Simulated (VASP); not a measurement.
A VASP calculation is set up with these files.

**KPOINTS**
```
Regular mesh
0
G
8 8 8
0 0 0
```

**INCAR**
```
ALGO  =  Normal
EDIFF  =  1E-6
EDIFFG  =  -0.02
ENCUT  =  500
GGA  =  PE
IBRION  =  2
ISIF  =  3
ISMEAR  =  0
LASPH  =  .True.
LCHARG  =  .False.
LMAXMIX  =  4
LREAL  =  .False.
LWAVE  =  .False.
NELM  =  100
NSW  =  40
PREC  =  Accurate
PSTRESS  =  200
SIGMA  =  0.05
SYSTEM  =  GaSb
```

POSCAR:
```
GaSb
1.0
  0.0000000000   2.8619078542   2.8619078542
  2.8619078542   0.0000000000   2.8619078542
  2.8619078542   2.8619078542   0.0000000000
Ga Sb
1 1
Cart
  2.8619078542   2.8619078542   5.7238157084
  1.4309539271   1.4309539271   1.4309539271
```

POTCAR, in this order: Ga_d Sb (PBE.64 set). Program: vasp_std.

Task: Translate this PBE calculation to Quantum ESPRESSO's pw.x.

Result: One equivalent input (not run):
```
&CONTROL
  calculation = 'vc-relax'
  pseudo_dir = './pseudo'
  outdir = './out'
  tprnfor = .true.
  tstress = .true.
  nstep = 40
  forc_conv_thr = 0.00078
/
&SYSTEM
  ibrav = 0
  nat = 2
  ntyp = 2
  ecutwfc = 80
  occupations = 'smearing'
  smearing = 'gaussian'
  degauss = 0.003675
  input_dft = 'pbe'
/
&ELECTRONS
  conv_thr = 7.3e-08
  electron_maxstep = 100
/
&IONS
/
&CELL
  press = 200
/
ATOMIC_SPECIES
  Ga 69.723 Ga.upf
  Sb 121.760 Sb.upf
CELL_PARAMETERS angstrom
     0.0000000    2.8619079    2.8619079
     2.8619079   -0.0000000    2.8619079
     2.8619079    2.8619079    0.0000000
ATOMIC_POSITIONS crystal
  Ga   1.0000000  1.0000000  0.0000000
  Sb   0.2500000  0.2500000  0.2500000
K_POINTS automatic
  8 8 8 0 0 0
```
The two are equivalent in intent, not identical: the potentials are each code's own (VASP's PAW set, PseudoDojo norm-conserving files in pw.x), so ENCUT and ecutwfc are chosen apart and not converted; conv_thr bounds pw.x's estimated SCF error, while EDIFF bounds the energy change between steps; forc_conv_thr acts on force components and is met together with etot_conv_thr.

The compound is GaSb in the zinc blende structure. It was relaxed first under an external pressure of 20 GPa.
